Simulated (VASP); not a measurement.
```xyz
5
Lattice="-2.0762 2.0762 7.0763 2.0762 -2.0762 7.0763 2.0762 2.0762 -7.0763" Properties=species:S:1:pos:R:3 pbc="T T T"
Bi     0.0000     0.0000     4.7301
Pb     0.0000     0.0000     9.3346
I      0.0000     0.0000    14.0585
O      0.0000     2.0762     3.6292
O      2.0762     0.0000     3.6292
```

These are PBEsol GGA, VASP's PBE PAW potentials (set 64) (plane waves; VASP) values and carry that method's errors. Run with 400 eV cut-off, 6×6×6 Γ-centred mesh, Fermi-Dirac smearing of 0.020 eV, potentials Bi_d Pb_d I O.

At this cut-off the stress carries a Pulay error, which pulls relaxed volumes low.

Question: Which forces act on the atoms, in eV/Å?

Answer: 
```json
[
 {"atom": "Bi1", "Fx": "0.000", "Fy": "0.000", "Fz": "-0.976"},
 {"atom": "Pb2", "Fx": "0.000", "Fy": "0.000", "Fz": "0.870"},
 {"atom": "I3", "Fx": "0.000", "Fy": "0.000", "Fz": "-0.100"},
 {"atom": "O4", "Fx": "0.000", "Fy": "0.000", "Fz": "0.103"},
 {"atom": "O5", "Fx": "0.000", "Fy": "0.000", "Fz": "0.103"}
]
```

Question: Give the stress tensor in GPa (positive for a compressed cell).

Answer: 
```
-8.71   0.00   0.00
 0.00  -8.71   0.00
 0.00   0.00  -7.22
```
The pressure is its mean diagonal, -8.22 GPa.

The structure comes from a computed database's BiPbIO2 entry; how it stands against other phases isn't given here. The cell was not relaxed at this level.
